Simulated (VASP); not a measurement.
# RhN (P-6m2) in VASP: further runs

Runs on RhN. Level: PBE+U. Tasks: single point.

Everything below comes from runs of VASP 6.6.1. Logs are shortened: lines on timing, memory, paths and dates and some standing lists are left out, and cuts for length are marked.

**1. Starting point**

Symmetry: P-6m2, No. 187, hexagonal system. The conventional cell has a = 2.963 Å, b = 2.963 Å, c = 2.892 Å, α = 90.00°, β = 90.00°, γ = 120.00°. Rh (site symmetry -6m2) is surrounded by 6 N at 2.24 Å. Around N (site symmetry -6m2) lie 6 Rh at 2.24 Å.

The cell comes from a database or a generator and needn't be the stable form of this composition.

**2. Single point, PBE+U, collinear spin, ferromagnetic start**

Input file INCAR:

```
SYSTEM = RhN
ALGO     = Normal         ! electronic algorithm
EDIFF    = 1E-6           ! SCF threshold, eV
ENCUT    = 520            ! plane-wave cutoff, eV
GGA      = PE             ! functional
ISIF     = 2              ! what is computed and relaxed
ISMEAR   = 0              ! smearing method
ISPIN    = 2              ! spin polarisation
LASPH    = .TRUE.         ! aspherical terms in the spheres
LCHARG   = .FALSE.        ! write CHGCAR
LDAU     = .TRUE.         ! DFT+U
LDAUJ    = 0 0          
LDAUL    = 2 -1           ! shell
LDAUPRINT= 1            
LDAUTYPE = 2            
LDAUU    = 2 0            ! U, eV
LMAXMIX  = 4              ! l up to which the mixer works
LORBIT   = 11             ! projections on sites
LREAL    = .FALSE.        ! projectors in reciprocal space
LWAVE    = .FALSE.        ! write WAVECAR
MAGMOM   = 0.6 0          ! initial moments
NELM     = 80             ! most SCF steps
PREC     = Accurate       ! precision mode
SIGMA    = 0.05           ! smearing width, eV
```

Input file KPOINTS:

```
k-points
0
G
  7 7 7
  0 0 0
```

Input file POSCAR:

```
RhN
1.0
    2.9628278700      0.0000000000      0.0000000000
   -1.4814139400      2.5658842000      0.0000000000
    0.0000000000      0.0000000000      2.8915732100
Rh N
1 1
Direct
    0.0000000000      0.0000000000      0.0000000000
    0.6666666667      0.3333333333      0.5000000000
```

Potentials or basis: VASP PAW PBE potentials, release 64 (Rh_pv, N).

Launch:

```
$ cat potpaw_PBE.64/Rh_pv/POTCAR potpaw_PBE.64/N/POTCAR > POTCAR
$ mpirun -np 1 vasp_std > vasp.out
```

OUTCAR:

```text
SYSTEM = RhN
   EDIFF = 1E-6
   ENCUT = 520
   GGA = PE
   ISIF = 2
   ISMEAR = 0
   ISPIN = 2
   LASPH = .TRUE.
   LORBIT = 11
   LREAL = .FALSE.
   NELM = 80
   PREC = Accurate

 ion  position               nearest neighbor table
   1  0.000  0.000  0.000-   2 2.24   2 2.24   2 2.24   2 2.24   2 2.24   2 2.24
   2  0.667  0.333  0.500-   1 2.24   1 2.24   1 2.24   1 2.24   1 2.24   1 2.24

  LATTYP: Found a hexagonal cell.
 ALAT       =     2.9628278700
 C/A-ratio  =     0.9759504557

  Lattice vectors:

 A1 = (   2.9628278700,   0.0000000000,   0.0000000000)
 A2 = (  -1.4814139400,   2.5658842000,   0.0000000000)
 A3 = (   0.0000000000,   0.0000000000,   2.8915732100)

Analysis of symmetry for initial positions (statically):
=====================================================================
 Subroutine PRICEL returns:
 Original cell was already a primitive cell.

 Routine SETGRP: Setting up the symmetry group for a
 hexagonal supercell.

 Subroutine GETGRP returns: Found 12 space group operations
 (whereof 12 operations were pure point group operations)
 out of a pool of 24 trial point group operations.

The static configuration has the point symmetry D_3h.

Analysis of symmetry for dynamics (positions and initial velocities):
=====================================================================
 Subroutine PRICEL returns:
 Original cell was already a primitive cell.

 Routine SETGRP: Setting up the symmetry group for a
 hexagonal supercell.

 Subroutine GETGRP returns: Found 12 space group operations
 (whereof 12 operations were pure point group operations)
 out of a pool of 24 trial point group operations.

The dynamic configuration has the point symmetry D_3h.

Analysis of structural, dynamic, and magnetic symmetry:
=====================================================================
 Subroutine PRICEL returns:
 Original cell was already a primitive cell.

 Routine SETGRP: Setting up the symmetry group for a
 hexagonal supercell.

 Subroutine GETGRP returns: Found 12 space group operations
 (whereof 12 operations were pure point group operations)
 out of a pool of 24 trial point group operations.

The overall configuration has the point symmetry D_3h.

 Subroutine INISYM returns: Found 12 space group operations
 (whereof 12 operations are pure point group operations),
 and found     1 'primitive' translations

----------------------------------------------------------------------------------------

                                     Primitive cell

  volume of cell :      21.9825

  direct lattice vectors                    reciprocal lattice vectors
     2.962827870  0.000000000  0.000000000     0.337515389  0.194864601  0.000000000
    -1.481413940  2.565884200  0.000000000     0.000000000  0.389729201  0.000000000
     0.000000000  0.000000000  2.891573210     0.000000000  0.000000000  0.345832503

  length of vectors
     2.962827870  2.962827870  2.891573210     0.389729201  0.389729201  0.345832503

  position of ions in fractional coordinates (direct lattice)
     0.000000000  0.000000000  0.000000000
     0.666666667  0.333333333  0.500000000

  ion indices of the primitive-cell ions
   primitive index   ion index
                 1           1
                 2           2

----------------------------------------------------------------------------------------

 KPOINTS: k-points

Automatic generation of k-mesh.
 Grid dimensions read from file:
 generate k-points for:    7    7    7

 Generating k-lattice:

[... 69 lines left out ...]
   POTIM  = 0.5000    time-step for ionic-motion
   TEBEG  =    0.0;   TEEND  =   0.0 temperature during run
   PSTRESS=    0.0 pullay stress
   NELECT =      20.0000    total number of electrons
   NUPDOWN=      -1.0000    fix difference up-down
   EMIN   =  10.00;   EMAX   =-10.00  energy-range for DOS
   EFERMI =   0.00;   METHOD = LEGACY
   ISMEAR =     0;   SIGMA  =   0.05  broadening in eV -4-tet -1-fermi 0-gaus
   EFERMI_NEDOS =   21; number of points for ismear=-14 and -15
   IALGO  =     38    algorithm
   IMIX   =      4    mixing-type and parameters
     AMIX     =   0.40;   BMIX     =  1.00
     AMIX_MAG =   1.60;   BMIX_MAG =  1.00
  volume/ion in A,a.u.               =      10.99        74.17
  Fermi-wavevector in a.u.,A,eV,Ry     =   1.586325  2.997720 34.238085  2.516428
  Thomas-Fermi vector in A             =   2.685654
   LORBIT       =     11    0 simple, 1 ext, 2 COOP (PROOUT), +10 PAW based schemes
 LDA+U is selected, type is set to LDAUTYPE =  2
   angular momentum for each species LDAUL =     2   -1
   U (eV)           for each species LDAUU =   2.0  0.0
   J (eV)           for each species LDAUJ =   0.0  0.0
   GGA     = PE    functional components
   LHFCALC =     F    Hartree Fock is set to
   AEXX    =    0.0000 exact exchange contribution
   IVDW    =     0    specifies the selected vdW correction
   LEPSILON=     F    determine dielectric tensor
   LRPA    =     F    only Hartree local field effects (RPA)
 spin polarized calculation
 Gauss-broadening in eV      SIGMA  =   0.05
  energy-cutoff  :      520.00
  volume of cell :       21.98
 maximum number of plane-waves:       617
 NGX is ok and might be reduce to    24

 number of electron      19.9999996 magnetization      -0.0005995

atom =   1  type =  1  l = 2

 onsite density matrix

spin component  1

  0.7737 -0.0000  0.0000  0.0000  0.0000
 -0.0000  0.5790  0.0000 -0.0000 -0.0000
  0.0000  0.0000  0.8846 -0.0000 -0.0000
  0.0000 -0.0000 -0.0000  0.5790  0.0000
  0.0000 -0.0000 -0.0000  0.0000  0.7737

spin component  2

  0.7738 -0.0000  0.0000  0.0000  0.0000
 -0.0000  0.5778  0.0000 -0.0000 -0.0000
  0.0000  0.0000  0.8847 -0.0000 -0.0000
  0.0000 -0.0000 -0.0000  0.5778  0.0000
  0.0000 -0.0000 -0.0000  0.0000  0.7738

 occupancies and eigenvectors

  o =  0.5778  v =  0.0000  0.0000  0.0000  0.0000  0.0000  0.0000  0.8490  0.0000  0.5284 -0.0000      0.0000  0.0000  0.0000  0.0000  0.0000  0.0000  0.0000  0.0000  0.0000  0.0000
  o =  0.5778  v =  0.0000  0.0000  0.0000  0.0000  0.0000  0.0000  0.5284  0.0000 -0.8490 -0.0000      0.0000  0.0000  0.0000  0.0000  0.0000  0.0000  0.0000  0.0000  0.0000  0.0000
  o =  0.5790  v =  0.0000  0.8490 -0.0000  0.5284  0.0000  0.0000  0.0000  0.0000  0.0000  0.0000      0.0000  0.0000  0.0000  0.0000  0.0000  0.0000  0.0000  0.0000  0.0000  0.0000
  o =  0.5790  v =  0.0000  0.5284 -0.0000 -0.8490  0.0000  0.0000  0.0000  0.0000  0.0000  0.0000      0.0000  0.0000  0.0000  0.0000  0.0000  0.0000  0.0000  0.0000  0.0000  0.0000
  o =  0.7737  v =  0.6774 -0.0000 -0.0000  0.0000  0.7356  0.0000  0.0000  0.0000  0.0000  0.0000      0.0000  0.0000  0.0000  0.0000  0.0000  0.0000  0.0000  0.0000  0.0000  0.0000
  o =  0.7737  v =  0.7356  0.0000 -0.0000 -0.0000 -0.6774  0.0000  0.0000  0.0000  0.0000  0.0000      0.0000  0.0000  0.0000  0.0000  0.0000  0.0000  0.0000  0.0000  0.0000  0.0000
  o =  0.7738  v =  0.0000  0.0000  0.0000  0.0000  0.0000 -0.2092  0.0000  0.0000 -0.0000  0.9779      0.0000  0.0000  0.0000  0.0000  0.0000  0.0000  0.0000  0.0000  0.0000  0.0000
  o =  0.7738  v =  0.0000  0.0000  0.0000  0.0000  0.0000  0.9779  0.0000 -0.0000 -0.0000  0.2092      0.0000  0.0000  0.0000  0.0000  0.0000  0.0000  0.0000  0.0000  0.0000  0.0000
  o =  0.8846  v = -0.0000 -0.0000 -1.0000  0.0000  0.0000  0.0000  0.0000  0.0000  0.0000  0.0000      0.0000  0.0000  0.0000  0.0000  0.0000  0.0000  0.0000  0.0000  0.0000  0.0000
  o =  0.8847  v =  0.0000  0.0000  0.0000  0.0000  0.0000 -0.0000  0.0000 -1.0000  0.0000  0.0000      0.0000  0.0000  0.0000  0.0000  0.0000  0.0000  0.0000  0.0000  0.0000  0.0000

 number of electron      19.9999996 magnetization       0.0017290

 Free energy of the ion-electron system (eV)
  ---------------------------------------------------
  ext. energy  EPLUGINS =         0.00000000
  ---------------------------------------------------
  free energy    TOTEN  =       -11.51242733 eV

  energy without entropy =      -11.51122259  energy(sigma->0) =      -11.51182496

 E-fermi :   9.2269     XC(G=0): -13.1145

 val. band max:        9.1923438140   @ k =   0.2857   0.2857   0.4286
 cond. band min:       9.2637383173   @ k =   0.4286   0.1429   0.1429
 fundamental gap:      0.0713945033
 Fermi energy:         9.2268605722

 spin component 1

 k-point     1 :       0.0000    0.0000    0.0000
  band No.  band energies     occupation
      1     -37.2150      1.00000
      2     -36.9996      1.00000
      3     -36.9996      1.00000
      4      -7.0246      1.00000
      5       4.3124      1.00000
      6       4.6559      1.00000
      7       4.6559      1.00000
      8       7.1721      1.00000
      9       8.3044      1.00000
     10       8.3044      1.00000
     11      10.4458      0.00000
     12      10.4458      0.00000
[... 793 lines left out ...]
      3     -37.1042      1.00000
      4      -5.1702      1.00000
      5       2.8230      1.00000
      6       3.5238      1.00000
      7       4.3867      1.00000
      8       6.5551      1.00000
      9       8.5736      1.00000
     10       8.8975      1.00000
     11      10.3225      0.00000
     12      11.2652      0.00000
     13      18.1585      0.00000
     14      19.7211      0.00000

 [... further k-points ...]
[... 5 lines left out ...]
  --------------------------------------------------------------------------------------
  -------------------------------------------------------------------------------------
  Total       -1.7288057     -1.7288057     -2.0987054      0.0000000      0.0000000      0.0000000
  in kB     -126.0024793   -126.0024790   -152.9622946      0.0000002      0.0000000      0.0000000
  external PRESSURE =    -134.9890843 kB  Pullay stress =       0.0000000 kB

 VOLUME and BASIS-vectors are now :
 -----------------------------------------------------------------------------
  energy-cutoff  :      520.00
  volume of cell :       21.98
      direct lattice vectors                 reciprocal lattice vectors
     2.962827870  0.000000000  0.000000000     0.337515389  0.194864601  0.000000000
    -1.481413940  2.565884200  0.000000000     0.000000000  0.389729201  0.000000000
     0.000000000  0.000000000  2.891573210     0.000000000  0.000000000  0.345832503

 POSITION                                       TOTAL-FORCE (eV/Angst)
 -----------------------------------------------------------------------------------
      0.00000      0.00000      0.00000         0.000000     -0.000000      0.000000
      1.48141      0.85529      1.44579        -0.000000      0.000000      0.000000
 -----------------------------------------------------------------------------------
    total drift:                               -0.000000      0.000000      0.000000

  FREE ENERGIE OF THE ION-ELECTRON SYSTEM (eV)
  ---------------------------------------------------
  free  energy   TOTEN  =       -11.5124273324 eV

  energy  without entropy=      -11.5112225869  energy(sigma->0) =      -11.51182496

 total charge

# of ion       s       p       d       tot
------------------------------------------
    1        0.283   6.235   7.131  13.649
    2        1.289   2.208   0.000   3.497
--------------------------------------------------
tot          1.572   8.443   7.131  17.146

 magnetization (x)

# of ion       s       p       d       tot
------------------------------------------
    1        0.000   0.000   0.002   0.002
    2        0.000  -0.000   0.000  -0.000
--------------------------------------------------
tot          0.000  -0.000   0.002   0.002
```

It took 9 s on 1 thread of Intel Xeon 6975P-C (Granite Rapids), shared host; peak memory 0.15 GiB.

Results:

- Free energy: -11.5124 eV
- Pressure: -13.5 GPa
- Band gap on the k mesh: none (metal or under the smearing width)
- Net moment: 0.00 μB per cell
- Valence electrons inside the program's atomic spheres: Rh 13.65; N 3.50

Levels at points of the mesh, in eV from the Fermi level:
Spin up:
| k point | band 8 | band 9 | band 10 | band 11 | band 12 | band 13 |
| --- | --- | --- | --- | --- | --- | --- |
| (0.00, 0.00, 0.00) | -2.05 | -0.92 | -0.92 | 1.22 | 1.22 | 3.19 |
Spin down:
| k point | band 8 | band 9 | band 10 | band 11 | band 12 | band 13 |
| --- | --- | --- | --- | --- | --- | --- |
| (0.00, 0.00, 0.00) | -2.06 | -0.92 | -0.92 | 1.22 | 1.22 | 3.19 |

Eigenvalues of the final occupation matrices:
| site | spin | trace | eigenvalues |
| --- | --- | --- | --- |
| site 1 d | 1 | 3.59 | 0.58 0.58 0.77 0.77 0.88 |
| site 1 d | 2 | 3.59 | 0.58 0.58 0.77 0.77 0.88 |

The state reached can hang on the start; a lower one may exist.

**3. Single point, PBE+U, collinear spin, antiferromagnetic start**

This run uses another cell than the first one: it holds 4 atoms, not 2.

Input file INCAR:

```
ALGO     = Normal         # electronic algorithm
EDIFF    = 1E-7           # SCF threshold, eV
ENCUT    = 520            # plane-wave cutoff, eV
GGA      = PE             # functional
ISIF     = 2              # what is computed and relaxed
ISMEAR   = 0              # smearing method
ISPIN    = 2              # spin polarisation
LASPH    = True           # aspherical terms in the spheres
LCHARG   = False          # write CHGCAR
LDAU     = True           # DFT+U
LDAUJ    = 0 0          
LDAUL    = 2 -1           # shell
LDAUPRINT= 1            
LDAUTYPE = 2            
LDAUU    = 2 0            # U, eV
LMAXMIX  = 4              # l up to which the mixer works
LORBIT   = 11             # projections on sites
LREAL    = False          # projectors in reciprocal space
LWAVE    = False          # write WAVECAR
MAGMOM   = 0.6 -0.6 0 0   # initial moments
NBANDS   = 32             # bands
NELM     = 100            # most SCF steps
PREC     = Accurate       # precision mode
SIGMA    = 0.05           # smearing width, eV
```

Input file KPOINTS:

```
k-points
0
Gamma
  7 7 4
```

Input file POSCAR:

```
RhN
1.0
    2.9628278700      0.0000000000      0.0000000000
   -1.4814139400      2.5658842000      0.0000000000
    0.0000000000      0.0000000000      5.7831464200
Rh N
2 2
Direct
    0.0000000000      0.0000000000      0.0000000000
    0.0000000000      0.0000000000      0.5000000000
    0.6666666667      0.3333333333      0.2500000000
    0.6666666667      0.3333333333      0.7500000000
```

Potentials or basis: VASP PAW PBE potentials, release 64 (Rh_pv, N).

Launch:

```
$ cat potpaw_PBE.64/Rh_pv/POTCAR potpaw_PBE.64/N/POTCAR > POTCAR
$ mpirun -np 1 vasp_std > vasp.out
```

It took 100 s on 1 thread of Intel Xeon 6975P-C (Granite Rapids), shared host; peak memory 0.21 GiB.

The run converged. Its results:

```
Free energy                                           : -23.0214 eV
Pressure                                              : -13.8 GPa
Band gap on the k mesh                                : none (metal or under the smearing width)
Net moment                                            : 0.00 μB per cell
Valence electrons inside the program's atomic spheres : Rh 13.65; N 3.50
```

Stress tensor (GPa, compression positive):
```
-13.02   0.00   0.00
  0.00 -13.02   0.00
  0.00   0.00 -15.26
```

Levels at points of the mesh, in eV from the Fermi level:
Spin up:
```tsv
k point	band 16	band 17	band 18	band 19	band 20	band 21	band 22	band 23	band 24	band 25
(0.00, 0.00, 0.00)	-2.70	-1.99	-0.86	-0.86	-0.75	1.10	1.10	1.28	1.28	3.26
(0.00, 0.00, 0.50)	-2.00	-2.00	-2.00	-1.90	-1.90	1.47	1.47	1.47	1.47	5.10
```
Spin down:
```csv
k point,band 17,band 18,band 19,band 20,band 21,band 22,band 23,band 24
"(0.00, 0.00, 0.00)",-1.99,-0.86,-0.86,-0.75,1.10,1.10,1.28,1.28
"(0.00, 0.00, 0.50)",-2.00,-2.00,-1.90,-1.90,1.47,1.47,1.47,1.47
```

Eigenvalues of the final occupation matrices:
```
    site  spin  trace               eigenvalues
site 1 d     1   3.59  0.58 0.58 0.77 0.77 0.88
site 1 d     2   3.59  0.58 0.58 0.77 0.77 0.88
site 2 d     1   3.59  0.58 0.58 0.77 0.77 0.88
site 2 d     2   3.59  0.58 0.58 0.77 0.77 0.88
```

The state reached can hang on the start; a lower one may exist.

(Part 1 of 2 ends here.)
